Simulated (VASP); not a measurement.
Input:

```xyz
3
Lattice="0.0000 2.2759 2.2759 2.2759 0.0000 2.2759 2.2759 2.2759 0.0000" Properties=species:S:1:pos:R:3 pbc="T T T"
Li     1.1380     1.1380     1.1380
Li     3.4139     3.4139     3.4139
O      0.0000     0.0000     0.0000
```

Computed with PBE GGA with D3 dispersion (zero damping), VASP's PBE PAW potentials (set 64) (plane waves; VASP). Numerical set-up: 520 eV cut-off, 9×9×9 Γ-centred mesh, tetrahedra with Blöchl corrections, potentials Li_sv O.

Q: The job: Li2O (antifluorite), 3 atoms, PBE-D3 (zero damping), static run, 520 eV, 9×9×9 Γ-centred mesh. Roughly how much core time does it take on a busy server core?

A: About 6 core-seconds (one run on a shared machine, a rough figure). It had 35 irreducible k-points, 10 bands, up to 650 plane waves and 13 electronic steps.

The compound is Li2O in the antifluorite structure. It was relaxed first.
